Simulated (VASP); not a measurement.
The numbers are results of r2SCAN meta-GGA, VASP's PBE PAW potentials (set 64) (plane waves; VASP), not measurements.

Input for VASP

**INCAR**
```
SYSTEM=V
PREC=Accurate; ENCUT=400; LREAL=.FALSE.
LASPH=.TRUE.
EDIFF=1E-6; NELM=100; ALGO=Normal
LMAXMIX=4; LMIXTAU=.TRUE.
ISMEAR=1; SIGMA=0.1
METAGGA=R2SCAN
IBRION=2; NSW=60; ISIF=3
EDIFFG=-0.01
LWAVE=.FALSE.; LCHARG=.FALSE.
```

File POSCAR:
```
V
1.0
 -1.4890856498   1.4890856498   1.4890856498
  1.4890856498  -1.4890856498   1.4890856498
  1.4890856498   1.4890856498  -1.4890856498
V
1
Cartesian
 -1.4890856498   1.4890856498   1.4890856498
```

KPOINTS:
```
kpoints
0
gamma
 15 15 15
```

POTCAR, in this order: V_sv (PBE.64 set). Program: vasp_std.

Question: What will the output report for the number of irreducible k-points (NKPTS), largest plane-wave count, number of space-group operations, FFT grid (NGX, NGY, NGZ)?

Answer: 
| Quantity | Result |
|---|---|
| number of irreducible k-points (NKPTS) | 120 |
| largest plane-wave count | 247 |
| number of space-group operations | 48 |
| FFT grid (NGX, NGY, NGZ) | 18 × 18 × 18 |

The compound is V in the bcc structure. It was relaxed first, which changed the volume by -5 %. The start is the result of an earlier pass. The run is not spin-polarised, so no magnetic state was tried.
